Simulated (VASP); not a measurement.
# RPA total energies of CaO (Lime), part 4 of 6

Wanted: where the RPA puts the energy minimum of CaO (Lime). The scan starts from a database cell scaled to its smallest volume. The cell is of the rock-salt type. The start is a cell from a database of measured crystal structures.

VASP 6.6.1, plane waves and PAW; the level of theory is named at each step.

So far. Step 15 (Comparison: HSE06, volume ratio 0.97): Its energy is -10.4143 eV an atom, on a zero of its own. Step 16 (Orbitals, volume ratio 1): The run ends at a pressure of -0.74 GPa.

### Step 17. Exact exchange, volume ratio 1

This step: Hartree-Fock energy on PBE orbitals; plane waves and PAW (Ca_sv_GW, O_GW) (VASP 6.6.1).

Exact exchange at this point.

INCAR reads:

```
SYSTEM = CaO
PREC = Accurate
ENCUT = 460
ISMEAR = 0
SIGMA = 0.05
LREAL = .FALSE.
GGA = PE
NBANDS = 14
ALGO = Eigenval
NELM = 1
LHFCALC = .TRUE.
AEXX = 1
ALDAC = 0
AGGAC = 0
PRECFOCK = Normal
LWAVE = .FALSE.
LCHARG = .FALSE.
```

POSCAR reads:

```
CaO
1.0
    0.0000000000      2.4065000000      2.4065000000
    2.4065000000      0.0000000000      2.4065000000
    2.4065000000      2.4065000000      0.0000000000
Ca O
1 1
Direct
    0.0000000000      0.0000000000      0.0000000000
    0.5000000000      0.5000000000      0.5000000000
```

KPOINTS reads:

```
Automatic mesh
0
Gamma
4 4 4
0 0 0
```

PAW data sets: Ca_sv_GW and O_GW (PBE family, release 64).

The WAVECAR or CHGCAR of an earlier step is read.

On the command line:

```console
mpirun -np 8 vasp_std
```

What it wrote:

```text
[... set-up lines as in an earlier step ...]
 entering main loop
       N       E                     dE             d eps       ncg     rms          rms(c)
EIG:   1    -0.321621E+02   -0.32162E+02    0.00000E+00     0   0.000E+00
   1 F= -.32162133E+02 E0= -.32162133E+02  d E =-.241772E-36
```

It took 6.6 s on 8 MPI ranks of Intel Xeon Platinum 8488C (Sapphire Rapids), shared host; peak memory 0.8 GiB; 24 s of CPU time.

OUTCAR, selected parts (step 17):

```text
 POSITION                                       TOTAL-FORCE (eV/Angst)
 -----------------------------------------------------------------------------------
      0.00000      0.00000      0.00000         0.000000      0.000000      0.000000
      2.40650      2.40650      2.40650        -0.000000     -0.000000     -0.000000
 -----------------------------------------------------------------------------------
    total drift:                               -0.000000     -0.000000      0.000000

  FREE ENERGIE OF THE ION-ELECTRON SYSTEM (eV)
  ---------------------------------------------------
  free  energy   TOTEN  =       -32.1621327595 eV

  energy  without entropy=      -32.1621327595  energy(sigma->0) =      -32.16213276

[... 2 parts as in an earlier step ...]

[... 1 further part left out ...]
[key lines of the parts left out:]
E-fermi :   5.0341
```

The Hartree-Fock energy on these orbitals is -16.0811 eV an atom.

### Step 18. Empty bands, volume ratio 1

This step: PBE; plane waves and PAW (Ca_sv_GW, O_GW) (VASP 6.6.1).

The empty bands are made again, for the run that follows.

INCAR reads:

```
SYSTEM = CaO
PREC = Accurate
ENCUT = 460
ISMEAR = 0
SIGMA = 0.05
LREAL = .FALSE.
GGA = PE
NBANDS = 632
ALGO = Exact
NELM = 1
LWAVE = .TRUE.
LCHARG = .FALSE.
LOPTICS = .TRUE.
NEDOS = 1000
CSHIFT = 0.1
```

POSCAR is that of step 17.

KPOINTS is that of step 17.

On the command line:

```console
mpirun -np 8 vasp_std
```

What it wrote:

```text
[banner, memory and clock lines left out]
running    8 mpi-ranks, on    1 nodes
[...]
[... a notice as in an earlier step ...]

 LDA part: xc-table for (Slater+PW92), standard interpolation
 found WAVECAR, reading the header
  number of bands has changed, file:    14 present:   632
  trying to continue reading WAVECAR, but it might fail
 POSCAR, INCAR and KPOINTS ok, starting setup
[...]
reading WAVECAR
 random initialization beyond band           14
 the WAVECAR file was read successfully
 initial charge from wavefunction
 entering main loop
       N       E                     dE             d eps       ncg     rms          rms(c)
DIA:   1    -0.177748E+02   -0.17775E+02    0.00000E+00     0   0.000E+00
   1 F= -.17774801E+02 E0= -.17774801E+02  d E =-.435850E-27
 writing wavefunctions
 optical routines
 imaginary and real dielectric function
 recalculating local potential from charge density
 direction            1
 direction            2
 direction            3
```

Wall time 5.6 s (8 MPI ranks); peak memory 0.96 GiB.

OUTCAR, selected parts (step 18):

```text
  Total       -0.1287136     -0.1287136     -0.1287136     -0.0000000     -0.0000000     -0.0000000
  in kB       -7.3985660     -7.3985660     -7.3985660     -0.0000000     -0.0000000     -0.0000000
  external PRESSURE =      -7.3985660 kB  Pullay stress =       0.0000000 kB

 POSITION                                       TOTAL-FORCE (eV/Angst)
 -----------------------------------------------------------------------------------
      0.00000      0.00000      0.00000         0.000000      0.000000      0.000000
      2.40650      2.40650      2.40650         0.000000      0.000000      0.000000
 -----------------------------------------------------------------------------------
    total drift:                                0.000000     -0.000000     -0.000000

  FREE ENERGIE OF THE ION-ELECTRON SYSTEM (eV)
  ---------------------------------------------------
  free  energy   TOTEN  =       -17.7748008818 eV

  energy  without entropy=      -17.7748008818  energy(sigma->0) =      -17.77480088

[... 1 part as in an earlier step ...]

[... 2 further parts left out ...]
[key lines of the parts left out:]
E-fermi :   4.9688
```

WAVECAR now holds 632 bands for 16 electrons.

### Step 19. RPA correlation, volume ratio 1

This step: RPA correlation on PBE orbitals; plane waves and PAW (Ca_sv_GW, O_GW) (VASP 6.6.1).

RPA correlation at this point.

INCAR reads:

```
SYSTEM = CaO
PREC = Accurate
ENCUT = 460
ISMEAR = 0
SIGMA = 0.05
LREAL = .FALSE.
GGA = PE
NBANDS = 632
ALGO = ACFDT
ENCUTGW = 200
NOMEGA = 12
PRECFOCK = Fast
LWAVE = .FALSE.
LCHARG = .FALSE.
```

POSCAR is that of step 18.

KPOINTS is that of step 18.

On the command line:

```console
mpirun -np 8 vasp_std
```

What it wrote:

```text
[banner, memory and clock lines left out]
running    8 mpi-ranks, on    1 nodes
[...]
[... a notice as in an earlier step ...]

 LDA part: xc-table for (Slater+PW92), standard interpolation
 found WAVECAR, reading the header
 POSCAR, INCAR and KPOINTS ok, starting setup
[...]
reading WAVECAR
 the WAVECAR file was read successfully
 initial charge from wavefunction
 available memory per node:     55.81 GB, setting MAXMEM to     57150

 The Fermi energy was updated, please check that it is located mid-gap
 values below the HOMO (VB) or above the LUMO (CB) will cause erroneous energies
 E-fermi :   6.4186

 the WAVEDER file was read successfully
 set NWRITE>2 for more details about minimax calculation
 number of imaginary grid points requested:      12
 number of distinct grids requested:  1
 quadrature errors minimized for energies in [ 0.365E+01, 0.488E+03 ]
 bosonic grid (T=0, re) determined with error: 0.5151E-08
 bosonic grid (re): 0.5151E-08
[...]
NQ=   2    0.2500    0.0000    0.0000,
|.........|.........|.........|.........
 performed       7666000 updates of chi_q(r,r)
 total number of BLAS operations       1836.88 Gflops
NQ=   3    0.5000    0.0000    0.0000,
|.........|.........|.........|.........
 performed      11499000 updates of chi_q(r,r)
 total number of BLAS operations       2830.61 Gflops
NQ=   4    0.2500    0.2500    0.0000,
|.........|.........|.........|.........
 performed      15332000 updates of chi_q(r,r)
 total number of BLAS operations       3802.39 Gflops
NQ=   5    0.5000    0.2500    0.0000,
|.........|.........|.........|.........
 performed      19165000 updates of chi_q(r,r)
 total number of BLAS operations       4840.78 Gflops
NQ=   6   -0.2500    0.2500    0.0000,
|.........|.........|.........|.........
 performed      22998000 updates of chi_q(r,r)
 total number of BLAS operations       5834.52 Gflops
NQ=   7    0.5000    0.5000    0.0000,
|.........|.........|.........|.........
 performed      26831000 updates of chi_q(r,r)
 total number of BLAS operations       6941.73 Gflops
NQ=   8   -0.2500    0.5000    0.2500,
|.........|.........|.........|.........
 performed      30664000 updates of chi_q(r,r)
 total number of BLAS operations       7891.79 Gflops
 entering main loop
```

The job ended after 49 s (8 MPI ranks; peak memory 1.4 GiB).

Parts of OUTCAR (step 19):

```text
      cutoff energy     smooth cutoff   RPA   correlation   Hartree contr. to MP2
---------------------------------------------------------------------------------
            200.000           160.000      -20.0368502214      -31.3050024136
            190.476           152.381      -19.7315713908      -30.9123475185
            181.406           145.125      -19.4186878919      -30.5034778733
            172.768           138.214      -19.0932010622      -30.0707602752
            164.541           131.632      -18.7553150166      -29.6140083433
            156.705           125.364      -18.4064418630      -29.1345235372
            149.243           119.394      -18.0522229043      -28.6394944709
            142.136           113.709      -17.6826827383      -28.1147995995
  linear regression

[... 2 parts as in an earlier step ...]

[... 2 further parts left out ...]
[key lines of the parts left out:]
E-fermi :   6.4186
```

The correlation energy is -11.753 eV an atom, +7 meV against the point before. With exact exchange the total is -27.8337 eV an atom.

### Step 20. Comparison: r2SCAN, volume ratio 1

This step: r2SCAN; plane waves and PAW (Ca_sv_GW, O_GW) (VASP 6.6.1).

The comparison at this point.

INCAR reads:

```
SYSTEM = CaO
PREC = Accurate
ENCUT = 460
EDIFF = 1E-06
NELM = 100
ISMEAR = 0
SIGMA = 0.05
LREAL = .FALSE.
ALGO = Normal
METAGGA = R2SCAN
LASPH = .TRUE.
NBANDS = 14
LWAVE = .FALSE.
LCHARG = .FALSE.
KPAR = 8
```

POSCAR is that of step 19.

KPOINTS is that of step 19.

On the command line:

```console
mpirun -np 8 vasp_std
```

What it wrote:

```text
[... set-up lines as in an earlier step ...]
 entering main loop
       N       E                     dE             d eps       ncg     rms          rms(c)
DAV:   1     0.161099E+03    0.16110E+03   -0.73527E+03   232   0.113E+03
DAV:   2    -0.242697E+02   -0.18537E+03   -0.16070E+03   342   0.463E+02
DAV:   3    -0.350923E+02   -0.10823E+02   -0.10695E+02   358   0.131E+02
DAV:   4    -0.352212E+02   -0.12895E+00   -0.12875E+00   286   0.143E+01
[...]
DAV:  14    -0.244470E+02    0.64387E-05   -0.14357E-05   230   0.409E-02    0.168E-02
DAV:  15    -0.244470E+02    0.33698E-05   -0.86786E-06   340   0.332E-02    0.778E-03
DAV:  16    -0.244470E+02    0.16866E-06   -0.64262E-07   148   0.120E-02
   1 F= -.24446956E+02 E0= -.24446956E+02  d E =-.570583E-16
```

Wall time 9.8 s (8 MPI ranks); peak memory 1 GiB; 47 s of CPU time.

Parts of OUTCAR (step 20):

```text
  Total       -0.5796462     -0.5796462     -0.5796462      0.0000000      0.0000000     -0.0000000
  in kB      -33.3185440    -33.3185440    -33.3185440      0.0000000      0.0000000     -0.0000000
  external PRESSURE =     -33.3185440 kB  Pullay stress =       0.0000000 kB

 POSITION                                       TOTAL-FORCE (eV/Angst)
 -----------------------------------------------------------------------------------
      0.00000      0.00000      0.00000         0.000000      0.000000      0.000000
      2.40650      2.40650      2.40650         0.000000     -0.000000     -0.000000
 -----------------------------------------------------------------------------------
    total drift:                                0.000000     -0.000000     -0.000000

  FREE ENERGIE OF THE ION-ELECTRON SYSTEM (eV)
  ---------------------------------------------------
  free  energy   TOTEN  =       -24.4469562640 eV

  energy  without entropy=      -24.4469562640  energy(sigma->0) =      -24.44695626

[... 2 parts as in an earlier step ...]

[... 1 further part left out ...]
[key lines of the parts left out:]
E-fermi :   4.5237
```

Its energy is -12.2235 eV an atom, on a zero of its own.

### Step 21. Orbitals for comparison: HSE06, volume ratio 1

This step: PBE; plane waves and PAW (Ca_sv_GW, O_GW) (VASP 6.6.1).

Starting orbitals, as before.

INCAR reads:

```
SYSTEM = CaO
PREC = Accurate
ENCUT = 460
EDIFF = 1E-05
NELM = 100
ISMEAR = 0
SIGMA = 0.05
LREAL = .FALSE.
ALGO = Normal
GGA = PE
NBANDS = 14
LORBIT = 11
LWAVE = .TRUE.
LCHARG = .FALSE.
KPAR = 8
```

POSCAR is that of step 20.

KPOINTS is that of step 20.

On the command line:

```console
mpirun -np 8 vasp_std
```

What it wrote:

```text
[... set-up lines as in an earlier step ...]
 entering main loop
       N       E                     dE             d eps       ncg     rms          rms(c)
[... 12 cycles as in an earlier step ...]
DAV:  13    -0.177748E+02   -0.78063E-07   -0.33502E-06   130   0.387E-02
   1 F= -.17774800E+02 E0= -.17774800E+02  d E =-.288412E-12
 writing wavefunctions
```

The job ended after 4.8 s (8 MPI ranks; peak memory 1 GiB; 8.5 s of CPU time).

OUTCAR, selected parts (step 21):

```text
  Total       -0.1223408     -0.1223408     -0.1223408     -0.0000000      0.0000000      0.0000000
  in kB       -7.0322513     -7.0322513     -7.0322513     -0.0000000      0.0000000      0.0000000
  external PRESSURE =      -7.0322513 kB  Pullay stress =       0.0000000 kB

  FREE ENERGIE OF THE ION-ELECTRON SYSTEM (eV)
  ---------------------------------------------------
  free  energy   TOTEN  =       -17.7748002457 eV

  energy  without entropy=      -17.7748002457  energy(sigma->0) =      -17.77480025

[... 3 parts as in an earlier step ...]

[... 1 further part left out ...]
[key lines of the parts left out:]
E-fermi :   4.8292
```

The run ends at a pressure of -0.70 GPa.

### Step 22. Comparison: HSE06, volume ratio 1

This step: HSE06; plane waves and PAW (Ca_sv_GW, O_GW) (VASP 6.6.1).

The comparison at this point.

INCAR reads:

```
SYSTEM = CaO
PREC = Accurate
ENCUT = 460
EDIFF = 1E-06
NELM = 100
ISMEAR = 0
SIGMA = 0.05
LREAL = .FALSE.
ALGO = Normal
LHFCALC = .TRUE.
AEXX = 0.25
GGA = PE
HFSCREEN = 0.2
LASPH = .TRUE.
NBANDS = 14
PRECFOCK = Fast
LWAVE = .FALSE.
LCHARG = .FALSE.
KPAR = 8
```

POSCAR is that of step 21.

KPOINTS is that of step 21.

The WAVECAR or CHGCAR of an earlier step is read.

On the command line:

```console
mpirun -np 8 vasp_std
```

What it wrote:

```text
[... set-up lines as in an earlier step ...]
 entering main loop
       N       E                     dE             d eps       ncg     rms          rms(c)
DAV:   1    -0.208377E+02   -0.20838E+02   -0.26949E-01   320   0.116E+01    0.114E+00
DAV:   2    -0.208319E+02    0.58095E-02   -0.32158E-02   342   0.241E+00    0.568E-01
DAV:   3    -0.208313E+02    0.60359E-03   -0.41407E-03   338   0.737E-01    0.372E-01
DAV:   4    -0.208307E+02    0.61929E-03   -0.77431E-04   272   0.432E-01    0.217E-01
DAV:   5    -0.208306E+02    0.12849E-03   -0.34558E-04   366   0.236E-01    0.126E-01
DAV:   6    -0.208305E+02    0.45090E-04   -0.17236E-05   352   0.716E-02    0.695E-02
DAV:   7    -0.208305E+02    0.12471E-04   -0.82502E-06   358   0.371E-02    0.384E-02
DAV:   8    -0.208305E+02    0.29222E-05   -0.26794E-06   266   0.276E-02    0.221E-02
DAV:   9    -0.208305E+02    0.68148E-06   -0.90889E-07   112   0.169E-02
   1 F= -.20830525E+02 E0= -.20830525E+02  d E =-.243695E-25
```

Wall time 14 s (8 MPI ranks); peak memory 1.7 GiB.

Parts of OUTCAR (step 22):

```text
 POSITION                                       TOTAL-FORCE (eV/Angst)
 -----------------------------------------------------------------------------------
      0.00000      0.00000      0.00000        -0.000000     -0.000000     -0.000000
      2.40650      2.40650      2.40650         0.000000      0.000000      0.000000
 -----------------------------------------------------------------------------------
    total drift:                               -0.000000      0.000004      0.000001

  FREE ENERGIE OF THE ION-ELECTRON SYSTEM (eV)
  ---------------------------------------------------
  free  energy   TOTEN  =       -20.8305246035 eV

  energy  without entropy=      -20.8305246035  energy(sigma->0) =      -20.83052460

[... 2 parts as in an earlier step ...]

[... 1 further part left out ...]
[key lines of the parts left out:]
E-fermi :   3.8682
```

Its energy is -10.4153 eV an atom, on a zero of its own.

### Step 23. Orbitals, volume ratio 1.03

This step: PBE; plane waves and PAW (Ca_sv_GW, O_GW) (VASP 6.6.1).

The same chain follows at a volume ratio of 1.03.

INCAR reads:

```
SYSTEM = CaO
PREC = Accurate
ENCUT = 460
EDIFF = 1E-08
NELM = 100
ISMEAR = 0
SIGMA = 0.05
LREAL = .FALSE.
ALGO = Normal
GGA = PE
NBANDS = 14
LORBIT = 11
LWAVE = .TRUE.
LCHARG = .FALSE.
KPAR = 8
```

POSCAR reads:

```
CaO
1.0
    0.0000000000      2.4303282823      2.4303282823
    2.4303282823      0.0000000000      2.4303282823
    2.4303282823      2.4303282823      0.0000000000
Ca O
1 1
Direct
    0.0000000000      0.0000000000      0.0000000000
    0.5000000000      0.5000000000      0.5000000000
```

KPOINTS is that of step 22.

On the command line:

```console
mpirun -np 8 vasp_std
```

What it wrote:

```text
[... set-up lines as in an earlier step ...]
 entering main loop
       N       E                     dE             d eps       ncg     rms          rms(c)
DAV:   1     0.195051E+03    0.19505E+03   -0.69573E+03   224   0.108E+03
DAV:   2    -0.659028E+01   -0.20164E+03   -0.18050E+03   260   0.454E+02
DAV:   3    -0.216203E+02   -0.15030E+02   -0.14721E+02   384   0.142E+02
DAV:   4    -0.218873E+02   -0.26701E+00   -0.26569E+00   314   0.190E+01
[...]
DAV:  16    -0.177714E+02    0.10547E-07   -0.67681E-09   214   0.160E-03    0.248E-03
DAV:  17    -0.177714E+02    0.12536E-07   -0.53574E-09   118   0.902E-04    0.749E-04
DAV:  18    -0.177714E+02    0.10323E-08   -0.14066E-09   130   0.638E-04
   1 F= -.17771449E+02 E0= -.17771449E+02  d E =-.129477E-14
 writing wavefunctions
```

It took 5 s on 8 MPI ranks; peak memory 1 GiB.

OUTCAR, selected parts (step 23):

```text
  Total       -0.6738222     -0.6738222     -0.6738222      0.0000000      0.0000000      0.0000000
  in kB      -37.6037408    -37.6037408    -37.6037408      0.0000000      0.0000000      0.0000000
  external PRESSURE =     -37.6037408 kB  Pullay stress =       0.0000000 kB

 POSITION                                       TOTAL-FORCE (eV/Angst)
 -----------------------------------------------------------------------------------
      0.00000      0.00000      0.00000         0.000000      0.000000     -0.000000
      2.43033      2.43033      2.43033        -0.000000      0.000000      0.000000
 -----------------------------------------------------------------------------------
    total drift:                                0.000000     -0.000000     -0.000000

  FREE ENERGIE OF THE ION-ELECTRON SYSTEM (eV)
  ---------------------------------------------------
  free  energy   TOTEN  =       -17.7714488318 eV

  energy  without entropy=      -17.7714488318  energy(sigma->0) =      -17.77144883

[... 1 part as in an earlier step ...]

[... 2 further parts left out ...]
[key lines of the parts left out:]
E-fermi :   4.6258
```

The run ends at a pressure of -3.76 GPa.

### Step 24. Exact exchange, volume ratio 1.03

This step: Hartree-Fock energy on PBE orbitals; plane waves and PAW (Ca_sv_GW, O_GW) (VASP 6.6.1).

Exact exchange at this point.

INCAR reads:

```
SYSTEM = CaO
PREC = Accurate
ENCUT = 460
ISMEAR = 0
SIGMA = 0.05
LREAL = .FALSE.
GGA = PE
NBANDS = 14
ALGO = Eigenval
NELM = 1
LHFCALC = .TRUE.
AEXX = 1
ALDAC = 0
AGGAC = 0
PRECFOCK = Normal
LWAVE = .FALSE.
LCHARG = .FALSE.
```

POSCAR is that of step 23.

KPOINTS is that of step 23.

The WAVECAR or CHGCAR of an earlier step is read.

On the command line:

```console
mpirun -np 8 vasp_std
```

What it wrote:

```text
[... set-up lines as in an earlier step ...]
 entering main loop
       N       E                     dE             d eps       ncg     rms          rms(c)
EIG:   1    -0.321661E+02   -0.32166E+02    0.00000E+00     0   0.000E+00
   1 F= -.32166139E+02 E0= -.32166139E+02  d E =-.745734E-36
```

The job ended after 7.4 s (8 MPI ranks; peak memory 0.82 GiB).

From OUTCAR (step 24):

```text
 POSITION                                       TOTAL-FORCE (eV/Angst)
 -----------------------------------------------------------------------------------
      0.00000      0.00000      0.00000         0.000000      0.000000      0.000000
      2.43033      2.43033      2.43033         0.000000      0.000000     -0.000000
 -----------------------------------------------------------------------------------
    total drift:                                0.000000      0.000000      0.000000

  FREE ENERGIE OF THE ION-ELECTRON SYSTEM (eV)
  ---------------------------------------------------
  free  energy   TOTEN  =       -32.1661391702 eV

  energy  without entropy=      -32.1661391702  energy(sigma->0) =      -32.16613917

[... 2 parts as in an earlier step ...]

[... 1 further part left out ...]
[key lines of the parts left out:]
E-fermi :   4.8003
```

The Hartree-Fock energy on these orbitals is -16.0831 eV an atom.

(Part 4 of 6 ends here.)

[Long decimals in the printed logs are rounded to 6 places.]

[Lines on the potential files, build, host, timing and source positions are cut from VASP's logs without a mark.]

[Logs are printed without paths, hosts, clocks, repeated set-up lines and the standing remarks that a program may print on its own settings, such as how far it seeks lower states.]

[Hosts, paths, dates, database ids (printed as entryN), source tags and the programs' standing remarks are cut or masked in the printed files.]

[Measured values are set beside computed ones only where the two were judged alike; some that the calculation misses by far are left out.]

[Pressures printed for these runs are not shown converged in the cutoff: they can be off by several GPa and have the wrong sign.]
